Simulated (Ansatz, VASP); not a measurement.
**Ge (Germanium) in two plane-wave programs**

Aim: how closely do two programs agree when they are given the same cell, functional and k mesh? The cell is taken from a series of runs on this material, whose earlier steps may have relaxed, scaled, displaced or heated it; both programs get it as it stands.

Method: plane waves, with VASP 6.6.1 beside it; PBEsol, in Ansatz 0.2.0.

### 1. Set-up

It takes space group Fd-3m (No. 227, cubic). The conventional cell has a = 5.480 Å, b = 5.480 Å, c = 5.480 Å, α = 90.00°, β = 90.00°, γ = 90.00°. Nearest to Ge lie 4 Ge at 2.37 Å.

As a file:

```xyz
2
Lattice="0.0000 2.7399 2.7399 2.7399 0.0000 2.7399 2.7399 2.7399 0.0000" Properties=species:S:1:pos:R:3 pbc="T T T"
Ge    2.7399    2.7399    2.7399
Ge    4.1099    4.1099    4.1099
```

### 2. VASP: zone-centre phonons, PBEsol

Second derivatives magnify differences that forces hide, and they need a tight electronic threshold.

Lines of VASP's logs that name or quote its potential files are left out, and so is its time.

INCAR reads:

```
SYSTEM = Ge
PREC = Accurate
ENCUT = 500
EDIFF = 1E-08
NELM = 120
ISMEAR = 0
SIGMA = 0.01
LREAL = .FALSE.
ALGO = Normal
GGA = PS
NBANDS = 20
LORBIT = 11
LWAVE = .FALSE.
LCHARG = .FALSE.
ISIF = 2
IBRION = 8
LASPH = .TRUE.
GGA_COMPAT = .FALSE.
EFERMI = MIDGAP
KPAR = 2
```

POSCAR reads:

```
Ge
1.0
    0.0000000000      2.7399265773      2.7399265773
    2.7399265773      0.0000000000      2.7399265773
    2.7399265773      2.7399265773      0.0000000000
Ge
2
Direct
    0.5000000000      0.5000000000      0.5000000000
    0.7500000000      0.7500000000      0.7500000000
```

KPOINTS reads:

```
Automatic mesh
0
Gamma
16 16 16
0 0 0
```

The projector-augmented-wave data sets are Ge_d (PBE family, release 64).

Launch:

```sh
> mpirun -np 2 vasp_std
```

Numbers of over 12 decimals in the logs are rounded to 6 here.

The program printed:

```text
[banner, memory and clock lines left out]
running    2 mpi-ranks, on    1 nodes
 distrk:  each k-point on    1 cores,    2 groups
 distr:  one band on    1 cores,    1 groups

 POSCAR found type information on POSCAR Ge
 POSCAR found :  1 types and       2 ions
|                                                                             |
|               ----> ADVICE to this user running VASP <----                  |
|                                                                             |
|     You enforced a specific xc type in the INCAR file but a different       |
|     [... a line on the potential file left out ...]
|     I HOPE YOU KNOW WHAT YOU ARE DOING!                                     |
|                                                                             |

 LDA part: xc-table for (Slater+PW92), standard interpolation
 POSCAR, INCAR and KPOINTS ok, starting setup
 FFT: planning ... GRIDC
 FFT: planning ... GRID_SOFT
 FFT: planning ... GRID
 WAVECAR not read
 entering main loop
       N       E                     dE             d eps       ncg     rms          rms(c)
DAV:   1     0.177446253450E+03    0.17745E+03   -0.14545E+04  6324   0.385E+03
DAV:   2     0.140906556129E+02   -0.16336E+03   -0.15887E+03  5808   0.572E+02
DAV:   3    -0.924860594212E+01   -0.23339E+02   -0.23177E+02  6532   0.141E+02
DAV:   4    -0.994630983931E+01   -0.69770E+00   -0.69703E+00  6592   0.287E+01
DAV:   5    -0.995724274707E+01   -0.10933E-01   -0.10933E-01  6516   0.387E+00    0.372E+00
DAV:   6    -0.982051134438E+01    0.13673E+00   -0.44037E-02  6660   0.230E+00    0.211E+00
DAV:   7    -0.975675566133E+01    0.63756E-01   -0.81599E-02  6084   0.258E+00    0.162E-01
DAV:   8    -0.975787560977E+01   -0.11199E-02   -0.71663E-03  6700   0.110E+00    0.565E-02
DAV:   9    -0.975801387685E+01   -0.13827E-03   -0.18238E-04  6220   0.135E-01    0.106E-02
DAV:  10    -0.975801394538E+01   -0.68531E-07   -0.11585E-05  8356   0.477E-02    0.538E-03
DAV:  11    -0.975801508297E+01   -0.11376E-05   -0.27371E-06  6292   0.145E-02    0.279E-03
DAV:  12    -0.975801500752E+01    0.75446E-07   -0.19520E-07  7492   0.713E-03    0.620E-04
DAV:  13    -0.975801491536E+01    0.92160E-07   -0.15044E-08  4220   0.255E-03    0.231E-04
DAV:  14    -0.975801492902E+01   -0.13658E-07   -0.68723E-09  3748   0.187E-03    0.348E-05
DAV:  15    -0.975801493233E+01   -0.33078E-08   -0.76942E-10  3464   0.272E-04
   1 F= -.97580149E+01 E0= -.97580149E+01  d E =-.190801-140
 Linear response reoptimize wavefunctions to high precision
DAV:   1    -0.975801493250E+01   -0.17371E-09   -0.81201E-11  3584   0.119E-04
DAV:   2    -0.975801493247E+01    0.25466E-10   -0.16532E-11  3376   0.481E-05
 Linear response DOF=           1
 Linear response progress:
  Degree of freedom:   1/  1
       N       E                     dE             d eps       ncg     rms          rms(c)
RMM:   1    -0.185972886590E+00   -0.18597E+00    0.89435E+00 29308   0.463E+01
RMM:   2    -0.193399861909E+00   -0.74270E-02   -0.15026E-02 40040   0.124E+00    0.843E-02
RMM:   3    -0.193538523227E+00   -0.13866E-03   -0.12606E-03 43361   0.348E-01    0.488E-02
RMM:   4    -0.193509045613E+00    0.29478E-04   -0.74527E-05 45433   0.827E-02    0.501E-03
RMM:   5    -0.193511806490E+00   -0.27609E-05    0.75039E-07 43763   0.171E-02    0.288E-03
RMM:   6    -0.193517982781E+00   -0.61763E-05   -0.64864E-08 44451   0.478E-03    0.341E-04
RMM:   7    -0.193516834428E+00    0.11484E-05   -0.10188E-07 45307   0.130E-03    0.186E-04
RMM:   8    -0.193515028361E+00    0.18061E-05   -0.83809E-08 45493   0.519E-04    0.327E-05
RMM:   9    -0.193515042106E+00   -0.13745E-07    0.35491E-09 46338   0.199E-04    0.203E-05
RMM:  10    -0.193515123252E+00   -0.81146E-07    0.51250E-09 46655   0.995E-05    0.461E-06
RMM:  11    -0.193515151432E+00   -0.28179E-07   -0.40725E-09 47888   0.622E-05    0.204E-06
RMM:  12    -0.193515170269E+00   -0.18838E-07   -0.15151E-09 43053   0.487E-05    0.632E-07
RMM:  13    -0.193515172832E+00   -0.25628E-08   -0.32245E-09 33093   0.432E-05    0.311E-07
 first order change of Fermi-energy  -0.16051E+01
 force on displaced ion       1 direction 1 : -13.889  -0.000  -0.000
 Linear response finished
```

OUTCAR, selected parts (step 2):

```text
ion  position               nearest neighbor table
   1  0.500  0.500  0.500-   2 2.37   2 2.37   2 2.37   2 2.37
   2  0.750  0.750  0.750-   1 2.37   1 2.37   1 2.37   1 2.37

  LATTYP: Found a face centered cubic cell.
 ALAT       =     5.4798531546

 Subroutine GETGRP returns: Found 48 space group operations
 (whereof 24 operations were pure point group operations)

The static configuration has the point symmetry T_d .
 The point group associated with its full space group is O_h .

 Found    145 irreducible k-points:

   k-points           NKPTS =    145   k-points in BZ     NKDIM =    145   number of bands    NBANDS=     20

   dimension x,y,z NGX =    28 NGY =   28 NGZ =   28
   dimension x,y,z NGXF=    56 NGYF=   56 NGZF=   56

   ENCUT  =  500.0 eV  36.75 Ry    6.06 a.u.   7.06  7.06  7.06*2*pi/ulx,y,z

   NELECT =      28.0000    total number of electrons

 k-points in reciprocal lattice and weights: Automatic mesh
   0.00000000  0.00000000  0.00000000       0.000
   0.06250000  0.00000000  0.00000000       0.002
   0.12500000  0.00000000  0.00000000       0.002
   0.18750000  0.00000000  0.00000000       0.002
   0.25000000  0.00000000  0.00000000       0.002
   0.31250000  0.00000000  0.00000000       0.002
   0.37500000  0.00000000  0.00000000       0.002
   0.43750000  0.00000000  0.00000000       0.002
   0.50000000  0.00000000  0.00000000       0.001
[...]
-0.31250000  0.50000000  0.18750000       0.003
  -0.25000000  0.50000000  0.25000000       0.001

 average (electrostatic) potential at core
       1 -73.2961       2 -73.2961

  Total        2.3083302      2.3083302      2.3083302      0.0000000      0.0000000     -0.0000000
  in kB       89.9004235     89.9004235     89.9004235      0.0000000      0.0000000     -0.0000000
  external PRESSURE =      89.9004235 kB  Pullay stress =       0.0000000 kB

  energy-cutoff  :      500.00
  volume of cell :       41.14
      direct lattice vectors                 reciprocal lattice vectors
     0.000000000  2.739926577  2.739926577    -0.182486642  0.182486642  0.182486642
     2.739926577  0.000000000  2.739926577     0.182486642 -0.182486642  0.182486642
     2.739926577  2.739926577  0.000000000     0.182486642  0.182486642 -0.182486642

 POSITION                                       TOTAL-FORCE (eV/Angst)
 -----------------------------------------------------------------------------------
      2.73993      2.73993      2.73993        -0.000000     -0.000000     -0.000000
      4.10989      4.10989      4.10989         0.000000      0.000000      0.000000
 -----------------------------------------------------------------------------------
    total drift:                                0.000000      0.000000      0.000000

 Eigenvectors and eigenvalues of the dynamical matrix
 ----------------------------------------------------

   1 f  =    9.669340 THz    60.754254 2PiTHz  322.534462 cm-1    39.989159 meV
             X         Y         Z           dx          dy          dz
      2.739927  2.739927  2.739927     0.000000   -0.707107    0.000000
      4.109890  4.109890  4.109890     0.000000    0.707107    0.000000

   2 f  =    9.669340 THz    60.754254 2PiTHz  322.534462 cm-1    39.989159 meV
             X         Y         Z           dx          dy          dz
      2.739927  2.739927  2.739927    -0.707107    0.000000    0.000000
      4.109890  4.109890  4.109890     0.707107    0.000000    0.000000

   3 f  =    9.669340 THz    60.754254 2PiTHz  322.534462 cm-1    39.989159 meV
             X         Y         Z           dx          dy          dz
      2.739927  2.739927  2.739927     0.000000    0.000000   -0.707107
      4.109890  4.109890  4.109890     0.000000    0.000000    0.707107

   4 f  =    0.000000 THz     0.000000 2PiTHz    0.000000 cm-1     0.000000 meV
             X         Y         Z           dx          dy          dz
      2.739927  2.739927  2.739927     0.707107    0.000000    0.000000
      4.109890  4.109890  4.109890     0.707107    0.000000    0.000000

   5 f  =    0.000000 THz     0.000000 2PiTHz    0.000000 cm-1     0.000000 meV
             X         Y         Z           dx          dy          dz
      2.739927  2.739927  2.739927     0.000000    0.707107    0.000000
      4.109890  4.109890  4.109890     0.000000    0.707107    0.000000

   6 f  =    0.000000 THz     0.000000 2PiTHz    0.000000 cm-1     0.000000 meV
             X         Y         Z           dx          dy          dz
      2.739927  2.739927  2.739927     0.000000    0.000000    0.707107
      4.109890  4.109890  4.109890     0.000000    0.000000    0.707107

 ELASTIC MODULI CONTR FROM IONIC RELAXATION (kBar)
 Direction    XX          YY          ZZ          XY          YZ          ZX
 --------------------------------------------------------------------------------
 XX          -0.0000      0.0000      0.0000     -0.0000      0.0000     -0.0000
 YY           0.0000     -0.0000     -0.0000     -0.0000     -0.0000     -0.0000
 ZZ           0.0000     -0.0000     -0.0000      0.0000     -0.0000     -0.0000
 XY          -0.0000     -0.0000      0.0000   -402.6786      0.0000      0.0000
 YZ           0.0000     -0.0000     -0.0000      0.0000   -402.6786      0.0000
 ZX          -0.0000     -0.0000     -0.0000      0.0000      0.0000   -402.6786
 --------------------------------------------------------------------------------
```

The PAW data sets were made with PBE, which is usual practice but a small mismatch for other functionals.

### 3. Ansatz: zone-centre phonons, PBEsol

Ansatz runs on its PAW soft_1 files.

The same cell, functional and mesh now go to Ansatz, which takes its cutoff from its data sets.

input.yaml reads:

```yaml
crystal:
  lattice:
    - [0.0, 2.7399265773, 2.7399265773]
    - [2.7399265773, 0.0, 2.7399265773]
    - [2.7399265773, 2.7399265773, 0.0]
  atoms:
    - { symbol: Ge, position: [0.5, 0.5, 0.5] }
    - { symbol: Ge, position: [0.75, 0.75, 0.75] }
kpoints:
  mp_grid: { grid: [16, 16, 16] }
hamiltonian:
  xc: pbesol
  pseudopotentials: { kind: paw, azcp: { folder: soft_1 }, xc_functional: pbe }
scf:
  occupations: { method: fixed }
output:
  eigenvalues: true
phonons:
  method: dfpt
```

Launch:

```sh
> ansatz run input.yaml --threads 4 --pin off --max-ram 10240MiB --backend cpu --events-out ev --progress --plain --runs-dir out
```

The program printed:

```text
zone centre: on kpoints.mp_grid the ground state, and the responses unless they are solved on pairs of k-points, stand on 349 of the mesh's 4096 k-points, reduced under 8 symmetry operations, with k and −k counted as one. Each operation leaves every solved displacement unchanged or reverses it
Engine: ansatz 0.2.0, x86_64-unknown-linux-gnu
Pseudopotentials: kind: paw
Pseudopotential: Ge, paw, valence charge 14, recommended cutoff 420 eV (normal), soft_1/Ge.paw.azcp
Functional definition: PBEsol
  exchange = pbesol_x
  correlation = pbesol_c
Crystal: 2 atoms, lattice volume = 41.138 Å³
Basis set: ecut = 420 eV, 821 PW (Γ), exchange–correlation on 64×64×64 points (8 copies of the dense FFT grid, shifted against one another)
Bands: 18, of which v1, the nominal top of the filled ones, is band 14 counted from 1 (13 counted from 0)
Symmetry: 48 space group operations
k-points: 349 of 4096 (irreducible under 8 space group operations, time reversal used)
Non-local potential: Ge, projectors of the file, l = 0: 2, l = 1: 2, l = 2: 3, l = 3: 1
PAW form: soft (Blöchl's): semilocal exchange-correlation on the pseudo side does not see the compensation charge
PAW frozen core: Ge, regenerated for the run's functional, and the local potential with it (the file was generated under x = pbe(κ = 0.804, μ = 0.219515), c = pbe(β = 0.066725))
PAW one-centre angular grid: Ge, 590 points (default); XC on 64 Gauss nodes
Initial density: superposition of atomic densities (chi_scale 0.1, normalization cell)
Initial wavefunctions: pseudopotential atomic-orbital guess
Functional: x = pbesol(κ = 0.804, μ = 0.123457), c = pbesol(β = 0.046)
SCF iter   1: F=—  HF=-8506.974229 eV  |F-HF|=—  |Δ(HF+E_count)|=         —  Δρ=3.99e-2  dr2=5.22e-1  ethr=3.10e-3  ⟨swp⟩=4.6  Hψ=26371  notcnv=0  defer=586
preconditioner: auto → none  [insulator: Δε(μ)=0.521 eV  Ē_g=23.733 eV  n_scr=14 (ndim 8)  ℏωp=30.6 eV  f_vac=0.000  ε∞_Penn≈2.7]
SCF iter   2: F=—  HF=-8506.895746 eV  |F-HF|=—  |Δ(HF+E_count)|=   7.85e-2  Δρ=1.86e-2  dr2=9.24e-2  ethr=1.87e-3  ⟨swp⟩=1.9  Hψ=9688  notcnv=0  defer=668
SCF iter   3: F=—  HF=-8506.889814 eV  |F-HF|=—  |Δ(HF+E_count)|=   5.93e-3  Δρ=2.35e-3  dr2=6.01e-4  ethr=3.30e-4  ⟨swp⟩=2.0  Hψ=8488  notcnv=0  defer=682
SCF iter   4: F=—  HF=-8506.889978 eV  |F-HF|=—  |Δ(HF+E_count)|=   1.64e-4  Δρ=4.63e-4  dr2=7.59e-5  ethr=2.15e-6  ⟨swp⟩=2.0  Hψ=11876  notcnv=0  defer=688
SCF iter   5: F=—  HF=-8506.889791 eV  |F-HF|=—  |Δ(HF+E_count)|=   1.87e-4  Δρ=7.49e-5  dr2=1.27e-6  ethr=2.71e-7  ⟨swp⟩=2.0  Hψ=11876  notcnv=0  defer=688
SCF iter   6: F=—  HF=-8506.889791 eV  |F-HF|=—  |Δ(HF+E_count)|=   6.99e-7  Δρ=3.13e-5  dr2=2.06e-7  ethr=4.52e-9  ⟨swp⟩=2.0  Hψ=11168  notcnv=0  defer=26
SCF iter   7: F=—  HF=-8506.889791 eV  |F-HF|=—  |Δ(HF+E_count)|=   1.57e-7  Δρ=2.89e-6  dr2=1.72e-9  ethr=7.37e-10  ⟨swp⟩=2.0  Hψ=11168  notcnv=0  defer=26
SCF iter   8: F=-8506.889791 eV  HF=-8506.889791 eV  |F-HF|=3.64e-12  |Δ(HF+E_count)|=   1.41e-9  Δρ=4.57e-8  dr2=5.43e-13  ethr=1.00e-12  ⟨swp⟩=8.0  Hψ=36007  notcnv=0
SCF 1 converged in 8 iterations: F = -8506.889791 eV  dr2 = 5.43e-13
  greatest PAW one-centre occupation: 0.998 electrons in one spin orbital (limit 2), on the Ge atom at site 1 (counted from 0), in its partial waves of l = 2
DFPT response loops at Γ: preconditioner auto → none (the input reference at scf.mixing.eps_inf says where Resta's filter doesn't serve); β = 0.50; Broyden in place of MSR1
SCF converged after 8 iterations
Free energy (F): -8506.889791 eV
Harris-Foulkes:  -8506.889791 eV  (|F-HF|=3.64e-12)
Internal energy: -8506.889791 eV  (E = F + TS)
E sigma→0 (E₀):  -8506.889791 eV
Fermi energy:    9.744138 eV
--- Per-component energies (eV) ---
  E_band       = -271.738356
  E_kinetic    = 188.805542
  E_local      = -4364.286298  (includes V_loc(G=0)·N_el)
  E_nonlocal   = 440.037835
  E_hartree    = 2090.396764
  E_xc         = -143.691379
  E_vxc        = -132.310318  (∫ρ·V_xc dr)
  E_paw        = -3945.584546  (= ΣΔE_a)
  E_vpaw       = -584.778712  (= ΣTr[D̂ρ^β])
  E_aug_tail   = 0.000048  (compensation charges beyond the density's cutoff)
  E_ewald      = -2774.403631
  E_core_change = 1.835876  (= ΣΔE_core)
  E_smearing   = -0.000000  (= −TS)
  E_closure    = 0.000000  (closes the sum)
  Σ components = -8506.889791   (vs F -8506.889791, Δ=0.00e0)
--- Band table (eV; the first three rows and the last of 349) ---
  k-point 0: bands = [... 10 lower, -3.8225, 9.7441, 9.7441, 9.7441, 10.6282, 12.3022, 12.3022, 12.3022]
  k-point 1: bands = [... 10 lower, -3.7701, 8.7971, 9.6299, 9.6299, 11.1480, 12.4515, 12.4515, 12.5865]
  k-point 2: bands = [... 10 lower, -3.6137, 7.4540, 9.3598, 9.3598, 11.1888, 12.8065, 12.8065, 13.5386]
  k-point 348: bands = [... 10 lower, 0.5855, 0.5855, 5.3233, 5.3233, 14.4084, 14.4084, 14.4324, 14.4324]
--- Phonons (Γ-DFPT): 1 representative perturbation + reference, on 349 of 4096 k-points (Σ response iterations 3) ---
  k mesh reduced under 8 symmetry operations, with k and −k counted as one. Each operation leaves every solved displacement unchanged or reverses it
  ASR residual: 7.602e-6 → 0.000e0 eV/Å²; symmetrization residual: 1.833e-12 eV/Å²
  ASR residual per site (eV/Å²): 7.60e-6 7.60e-6
  Γ frequencies (cm⁻¹): 0.00 0.00 0.00 322.63 322.63 322.63
  non-analytic LO–TO correction: not included (Born effective charges unavailable; polar crystals: no LO–TO splitting at Γ)
```

Reading the cycles: dr2 is the Hartree energy of the density residual (eV), the measure of convergence; HF is the Harris–Foulkes estimate of the energy, which meets the free energy F at convergence.

### 4. Differences

Known differences besides the potentials themselves: fixed occupations in Ansatz, narrow Gaussian smearing in VASP; the cutoff is 420 eV in Ansatz and 500 eV in VASP; Ansatz makes its cores anew for this functional, VASP keeps those of its PBE data sets. Total energies have different zeros and are not compared.

Compared:

```csv
quantity,Ansatz,VASP,difference
optical mode 1 to 3 (cm⁻¹),322.6,322.5,+0.03 %
```

Modes are paired by rising frequency, not by their patterns, so a pair may set unlike modes beside each other; they are those without the splitting of longitudinal modes.

### 5. Outcome

| Item | Value |
| --- | --- |
| r.m.s. difference of the optical zone-centre modes, each program's sorted by frequency (zone-centre phonons, PBEsol) | 0.096 cm⁻¹ |

The r.m.s. difference of the optical zone-centre modes, each program's sorted by frequency is 0.096 cm⁻¹ (zone-centre phonons, PBEsol). How closely two codes agree says nothing of how well the functional describes the real material.

[Lines on the potential files, build, host, timing and source positions are cut from VASP's logs without a mark.]

[Logs are printed without paths, hosts, clocks, repeated set-up lines and the standing remarks that a program may print on its own settings, such as how far it seeks lower states.]

[Hosts, paths, dates, database ids (printed as entryN), source tags and the programs' standing remarks are cut or masked in the printed files.]
